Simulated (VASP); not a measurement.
# GeRh under strain

How does the pressure of GeRh answer to a change of volume? The bands are shown for each cell. All runs use r2SCAN. Left out of this account: 1 further run (self-consistent run: a reference on another mesh). The start is a computed cell from the Materials Project.

Method: r2SCAN; plane waves and PAW (Ge_d, Rh_pv), in VASP 6.6.1.

## Step 1: Starting point

The structure is cubic, space group P2_13 (No. 198). The conventional cell has a = 4.908 Å, b = 4.908 Å, c = 4.908 Å, α = 90.00°, β = 90.00°, γ = 90.00°. Ge has 4 Rh at 2.42 to 2.47 Å nearest. Rh has 4 Ge at 2.42 to 2.47 Å nearest. Farther neighbours are not listed.

## Step 2: Bands, cell as listed

The mesh alone shows little of the dispersion and can miss band extrema, so KPOINTS_OPT adds a path through the symmetry points after the self-consistent cycle. r2SCAN adds the kinetic-energy density, costs more than a GGA and is run with LASPH.

File INCAR:

```
SYSTEM = GeRh
PREC = Accurate
ENCUT = 410
EDIFF = 1E-06
NELM = 100
ISMEAR = -1
SIGMA = 0.05
LREAL = .FALSE.
ALGO = Normal
METAGGA = R2SCAN
LASPH = .TRUE.
NBANDS = 83
LORBIT = 11
LWAVE = .FALSE.
LCHARG = .FALSE.
KPAR = 8
```

File POSCAR:

```
GeRh
1.0
    4.9083890300      0.0000000000      0.0000000000
    0.0000000000      4.9083890300      0.0000000000
    0.0000000000      0.0000000000      4.9083890300
Ge Rh
4 4
Direct
    0.1662818700      0.3337181300      0.6662818700
    0.3337181300      0.6662818700      0.1662818700
    0.6662818700      0.1662818700      0.3337181300
    0.8337181300      0.8337181300      0.8337181300
    0.8822094400      0.6177905600      0.3822094400
    0.6177905600      0.3822094400      0.8822094400
    0.3822094400      0.8822094400      0.6177905600
    0.1177905600      0.1177905600      0.1177905600
```

File KPOINTS:

```
Automatic mesh
0
Gamma
6 6 6
0 0 0
```

File KPOINTS_OPT:

```
Line mode
12
Line-mode
Reciprocal
  0.00000000   0.00000000   0.00000000 GAMMA
  0.00000000   0.50000000   0.00000000 X

  0.00000000   0.50000000   0.00000000 X
  0.50000000   0.50000000   0.00000000 M

  0.50000000   0.50000000   0.00000000 M
  0.00000000   0.00000000   0.00000000 GAMMA

  0.00000000   0.00000000   0.00000000 GAMMA
  0.50000000   0.50000000   0.50000000 R

  0.50000000   0.50000000   0.50000000 R
  0.00000000   0.50000000   0.00000000 X

  0.50000000   0.50000000   0.00000000 M
  0.50000000   0.50000000   0.50000000 R
```

The projector-augmented-wave data sets are Ge_d and Rh_pv (PBE family, release 64).

The run is started by

```sh
mpirun -np 8 vasp_std
```

Log:

```text
[banner, memory and clock lines left out]
running    8 mpi-ranks, on    1 nodes
 distrk:  each k-point on    1 cores,    8 groups
 distr:  one band on    1 cores,    1 groups

 POSCAR found type information on POSCAR GeRh
 POSCAR found :  2 types and       8 ions
|                                                                             |
|           W    W    AA    RRRRR   N    N  II  N    N   GGGG   !!!           |
|           W    W   A  A   R    R  NN   N  II  NN   N  G    G  !!!           |
|           W    W  A    A  R    R  N N  N  II  N N  N  G       !!!           |
|           W WW W  AAAAAA  RRRRR   N  N N  II  N  N N  G  GGG   !            |
|           WW  WW  A    A  R   R   N   NN  II  N   NN  G    G                |
|           W    W  A    A  R    R  N    N  II  N    N   GGGG   !!!           |
|                                                                             |
|     For optimal performance we recommend to set                             |
|       NCORE = 2 up to number-of-cores-per-socket                            |
|     NCORE specifies how many cores store one orbital (NPAR=cpu/NCORE).      |
|     This setting can greatly improve the performance of VASP for DFT.       |
|     The default, NCORE=1 might be grossly inefficient on modern             |
|     multi-core architectures or massively parallel machines. Do your        |
|     Unfortunately you need to use the default for GW and RPA                |
|     calculations (for HF NCORE is supported but not extensively tested      |
|     yet).                                                                   |
|                                                                             |

|                                                                             |
|               ----> ADVICE to this user running VASP <----                  |
|                                                                             |
|     You enforced a specific xc type in the INCAR file but a different       |
|     [... a line on the potential file left out ...]
|     I HOPE YOU KNOW WHAT YOU ARE DOING!                                     |
|                                                                             |

 LDA part: xc-table for (None), standard interpolation
 POSCAR, INCAR and KPOINTS ok, starting setup
 FFT: planning ... GRIDC
 FFT: planning ... GRID_SOFT
 FFT: planning ... GRID
 WAVECAR not read
 entering main loop
       N       E                     dE             d eps       ncg     rms          rms(c)
DAV:   1     0.141926281655E+04    0.14193E+04   -0.46667E+04  5732   0.334E+03
DAV:   2     0.734214942517E+02   -0.13458E+04   -0.12624E+04  3984   0.889E+02
DAV:   3    -0.165699942936E+03   -0.23912E+03   -0.22790E+03  4206   0.225E+02
DAV:   4    -0.179668738415E+03   -0.13969E+02   -0.13834E+02  4471   0.609E+01
DAV:   5    -0.180038912285E+03   -0.37017E+00   -0.36998E+00  4797   0.106E+01    0.242E+01
DAV:   6    -0.156493283144E+03    0.23546E+02   -0.16726E+01  4275   0.231E+01    0.705E+00
DAV:   7    -0.155988224236E+03    0.50506E+00   -0.14908E+00  4514   0.791E+00    0.497E+00
DAV:   8    -0.155984198576E+03    0.40257E-02   -0.15785E-01  4874   0.219E+00    0.187E+00
DAV:   9    -0.155981642505E+03    0.25561E-02   -0.43003E-02  4765   0.133E+00    0.198E-01
DAV:  10    -0.155982830175E+03   -0.11877E-02   -0.44073E-03  4719   0.540E-01    0.813E-02
DAV:  11    -0.155982961496E+03   -0.13132E-03   -0.38744E-04  4386   0.990E-02    0.444E-02
DAV:  12    -0.155982939687E+03    0.21809E-04   -0.56284E-05  5368   0.554E-02    0.931E-03
DAV:  13    -0.155982939194E+03    0.49278E-06   -0.52291E-06  3602   0.127E-02
   1 F= -.15598294E+03 E0= -.15597803E+03  d E =-.981518E-02
 Start KPOINTS_OPT (optional k-point list driver)
k-point batch [1-24\72]
       N       E                     dE             ncg
DAV:   1     0.882504888281E+04   -0.31077E+05     5762
DAV:   2    -0.235926607484E+05   -0.32418E+05     3984
DAV:   3    -0.291986212293E+05   -0.56060E+04     4171
DAV:   4    -0.295216891272E+05   -0.32307E+03     4530
DAV:   5    -0.295303770894E+05   -0.86880E+01     5000
DAV:   6    -0.295306354123E+05   -0.25832E+00     5384
DAV:   7    -0.295306409244E+05   -0.55121E-02     5224
DAV:   8    -0.295306410530E+05   -0.12864E-03     5325
DAV:   9    -0.295306410551E+05   -0.20585E-05     3141
DAV:  10    -0.295306410553E+05   -0.24967E-06     2682
[...]
k-point batch [49-72\72]
       N       E                     dE             ncg
DAV:   1     0.919161443937E+04   -0.58688E+05     5731
DAV:   2    -0.235409958093E+05   -0.32733E+05     3984
DAV:   3    -0.292554682555E+05   -0.57145E+04     4160
DAV:   4    -0.295920933028E+05   -0.33663E+03     4457
DAV:   5    -0.296012288950E+05   -0.91356E+01     4844
DAV:   6    -0.296015317760E+05   -0.30288E+00     5487
DAV:   7    -0.296015368963E+05   -0.51203E-02     4999
DAV:   8    -0.296015370623E+05   -0.16600E-03     5522
DAV:   9    -0.296015370638E+05   -0.15244E-05     3143
DAV:  10    -0.296015370641E+05   -0.24306E-06     2641
```

The job ended after 1.9 min (8 MPI ranks of Intel Xeon Platinum 8259CL at 2.50GHz (Skylake/Cascade Lake), shared host; peak memory 2.8 GiB).

Lines that name or quote the potential files are left out of all logs, and their timing lines are given in words.

Parts of OUTCAR (step 2):

```text
ion  position               nearest neighbor table
   1  0.166  0.334  0.666-   5 2.42   6 2.47   7 2.47   8 2.47   7 2.90   6 2.90   8 2.90
   2  0.334  0.666  0.166-   6 2.42   5 2.47   7 2.47   8 2.47   5 2.90   8 2.90   7 2.90
   3  0.666  0.166  0.334-   7 2.42   6 2.47   5 2.47   8 2.47   5 2.90   8 2.90   6 2.90
   4  0.834  0.834  0.834-   8 2.42   6 2.47   7 2.47   5 2.47   7 2.90   6 2.90   5 2.90
   5  0.882  0.618  0.382-   1 2.42   2 2.47   3 2.47   4 2.47   3 2.90   2 2.90   4 2.90   8 3.01
                             6 3.01   6 3.01   8 3.01   7 3.01   7 3.01
   6  0.618  0.382  0.882-   2 2.42   1 2.47   3 2.47   4 2.47   1 2.90   4 2.90   3 2.90   8 3.01
                             5 3.01   5 3.01   7 3.01   7 3.01   8 3.01
   7  0.382  0.882  0.618-   3 2.42   2 2.47   1 2.47   4 2.47   1 2.90   4 2.90   2 2.90   8 3.01
                             8 3.01   5 3.01   6 3.01   6 3.01   5 3.01
   8  0.118  0.118  0.118-   4 2.42   2 2.47   3 2.47   1 2.47   3 2.90   2 2.90   1 2.90   5 3.01
                             6 3.01   7 3.01   7 3.01   5 3.01   6 3.01

  LATTYP: Found a simple cubic cell.
 ALAT       =     4.9083890300

 Subroutine GETGRP returns: Found 12 space group operations
 (whereof  3 operations were pure point group operations)

The static configuration has the point symmetry C_3 .
 The point group associated with its full space group is T   .

 Found     24 irreducible k-points:

   k-points           NKPTS =     24   k-points in BZ     NKDIM =     24   number of bands    NBANDS=     83

   dimension x,y,z NGX =    32 NGY =   32 NGZ =   32
   dimension x,y,z NGXF=    64 NGYF=   64 NGZF=   64

   ENCUT  =  410.0 eV  30.13 Ry    5.49 a.u.   8.10  8.10  8.10*2*pi/ulx,y,z

   NELECT =     116.0000    total number of electrons

 k-points in reciprocal lattice and weights: Automatic mesh
   0.00000000  0.00000000  0.00000000       0.005
   0.16666667  0.00000000  0.00000000       0.028
   0.33333333  0.00000000  0.00000000       0.028
   0.50000000  0.00000000  0.00000000       0.014
   0.16666667  0.16666667  0.00000000       0.056
   0.33333333  0.16666667  0.00000000       0.056
  -0.16666667  0.33333333  0.00000000       0.056
   0.50000000  0.16666667  0.00000000       0.028
  -0.16666667  0.50000000  0.00000000       0.028
[...]
0.50000000  0.50000000  0.33333333       0.028
   0.50000000  0.50000000  0.50000000       0.005

 average (electrostatic) potential at core
       1 -74.5044       2 -74.5044       3 -74.5044       4 -74.5044       5 -77.2994
       6 -77.2994       7 -77.2994       8 -77.2994

 E-fermi :  10.0435

 k-point     1 :       0.0000    0.0000    0.0000
  band No.  band energies     occupation
    ...
     55       8.7719      2.00000
     56       8.7719      2.00000
     57       9.7899      1.98753
     58       9.7899      1.98753
     59       9.7899      1.98753
     60      12.2932      0.00000
     61      12.2932      0.00000
     62      12.2932      0.00000
     63      13.5074      0.00000
     64      13.5074      0.00000
    ...

 k-point     2 :       0.1667    0.0000    0.0000
  band No.  band energies     occupation
    ...
     54       8.5855      2.00000
     55       8.7115      2.00000
     56       9.2651      2.00000
     57       9.4427      1.99999
     58       9.7095      1.99749
     59      10.4720      0.00038
     60      11.8030      0.00000
     61      12.1587      0.00000
     62      12.3469      0.00000
     63      12.8688      0.00000
    ...

 k-point     3 :       0.3333    0.0000    0.0000
  band No.  band energies     occupation
    ...
     54       8.4164      2.00000
     55       8.8375      2.00000
     56       9.1573      2.00000
     57       9.3462      2.00000
     58       9.5012      1.99996
     59      11.2054      0.00000
     60      11.5569      0.00000
     61      11.7933      0.00000
     62      12.0507      0.00000
     63      12.5976      0.00000
    ...

  Total       -0.7656819     -0.7656819     -0.7656819      0.0000000      0.0000000      0.0000000
  in kB      -10.3738997    -10.3738997    -10.3738997      0.0000000      0.0000000      0.0000000
  external PRESSURE =     -10.3738997 kB  Pullay stress =       0.0000000 kB

  energy-cutoff  :      410.00
  volume of cell :      118.25
      direct lattice vectors                 reciprocal lattice vectors
     4.908389030  0.000000000  0.000000000     0.203732832  0.000000000  0.000000000
     0.000000000  4.908389030  0.000000000     0.000000000  0.203732832  0.000000000
     0.000000000  0.000000000  4.908389030     0.000000000  0.000000000  0.203732832

 POSITION                                       TOTAL-FORCE (eV/Angst)
 -----------------------------------------------------------------------------------
      0.81618      1.63802      3.27037        -0.019217      0.019217     -0.019217
      1.63802      3.27037      0.81618         0.019217     -0.019217     -0.019217
      3.27037      0.81618      1.63802        -0.019217     -0.019217      0.019217
      4.09221      4.09221      4.09221         0.019217      0.019217      0.019217
      4.33023      3.03236      1.87603         0.009975     -0.009975      0.009975
      3.03236      1.87603      4.33023        -0.009975      0.009975      0.009975
      1.87603      4.33023      3.03236         0.009975      0.009975     -0.009975
      0.57816      0.57816      0.57816        -0.009975     -0.009975     -0.009975
 -----------------------------------------------------------------------------------
    total drift:                               -0.000003     -0.000003      0.000000

  FREE ENERGIE OF THE ION-ELECTRON SYSTEM (eV)
  ---------------------------------------------------
  free  energy   TOTEN  =      -155.9829391944 eV

  energy  without entropy=     -155.9731240116  energy(sigma->0) =     -155.97803160

 total charge
# of ion       s       p       d       tot
------------------------------------------
    1        1.106   1.174  10.113  12.393
    2        1.106   1.174  10.113  12.393
    3        1.106   1.174  10.113  12.393
    4        1.106   1.174  10.113  12.393
    5        0.329   6.281   7.342  13.952
    6        0.329   6.281   7.342  13.952
    7        0.329   6.281   7.342  13.952
    8        0.329   6.281   7.342  13.952
--------------------------------------------------
tot          5.738  29.821  69.819 105.378

[... 3 further parts left out ...]
```

Spin-orbit coupling is off here; it would split degenerate levels. The PAW data sets were made with PBE, which is usual practice but a small mismatch for other functionals.

Numbers from this step:

| Quantity | Value |
| --- | --- |
| SCF cycles | 13 |
| electrons | 116 |
| bands | 83 |
| irreducible k-points | 24 |
| symmetry operations | 12 |
| free energy (TOTEN) | -155.9829 eV |
| energy at zero smearing | -155.9780 eV |
| Fermi energy | 10.04 eV |
| pressure | -1.037 GPa |
| metallic | yes |

Electronic bands along the path, in eV, zero at the Fermi level; # counts the bands kept, so #1 is VASP's band 35:

```
          point    #21    #22    #23    #24    #25    #26   #27   #28
              Γ  -1.27  -1.27  -0.25  -0.25  -0.25   2.25  2.25  2.25
0.45 of the way  -1.30  -0.75  -0.69  -0.40   0.82   1.63  2.01  2.22
              X  -0.97  -0.97  -0.76  -0.76   1.29   1.29  1.58  1.58
0.45 of the way  -1.29  -1.29  -0.60  -0.60   1.36   1.36  2.18  2.18
              M  -1.66  -1.66   0.15   0.15   0.43   0.43  2.04  2.04
0.45 of the way  -1.49  -1.01  -0.83  -0.29   0.89   1.35  2.02  2.38
              Γ  -1.27  -1.27  -0.25  -0.25  -0.25   2.25  2.25  2.25
0.45 of the way  -1.60  -1.03  -0.84  -0.16   0.52   1.52  1.54  2.66
              R  -1.70  -1.70  -0.38  -0.38  -0.38  -0.38  3.85  3.85
0.45 of the way  -1.58  -1.58  -0.52  -0.52   0.67   0.67  2.14  2.14
              X  -0.97  -0.97  -0.76  -0.76   1.29   1.29  1.58  1.58
      jump to M  -1.66  -1.66   0.15   0.15   0.43   0.43  2.04  2.04
0.45 of the way  -1.73  -1.73  -0.30  -0.30   0.24   0.24  2.44  2.44
              R  -1.70  -1.70  -0.38  -0.38  -0.38  -0.38  3.85  3.85
```

Of the projections kept (Ge, Rh), the largest for each band there; the rest of the weight can lie on other orbitals:

```
point      #21      #22      #23      #24      #25      #26      #27      #28
    Γ  Rh 0.84  Rh 0.84  Rh 0.90  Rh 0.90  Rh 0.90  Rh 0.56  Rh 0.56  Rh 0.56
    X  Rh 0.87  Rh 0.87  Rh 0.95  Rh 0.95  Rh 0.72  Rh 0.72  Rh 0.75  Rh 0.75
    M  Rh 0.94  Rh 0.94  Rh 0.80  Rh 0.80  Rh 0.76  Rh 0.76  Rh 0.71  Rh 0.71
    Γ  Rh 0.84  Rh 0.84  Rh 0.90  Rh 0.90  Rh 0.90  Rh 0.56  Rh 0.56  Rh 0.56
    R  Rh 0.95  Rh 0.95  Rh 0.93  Rh 0.93  Rh 0.93  Rh 0.93  Ge 0.75  Ge 0.75
    X  Rh 0.87  Rh 0.87  Rh 0.95  Rh 0.95  Rh 0.72  Rh 0.72  Rh 0.75  Rh 0.75
```

There is no gap at this level.

(Continued in part 2 of 4.)

[Lines on the potential files, build, host, timing and source positions are cut from VASP's logs without a mark.]

[Logs are printed without paths, hosts, clocks, repeated set-up lines and the standing remarks that a program may print on its own settings, such as how far it seeks lower states.]

[Hosts, paths, dates, database ids (printed as entryN), source tags and the programs' standing remarks are cut or masked in the printed files.]

[A measured line is paired with the nearest computed mode of its activity, which favours agreement.]
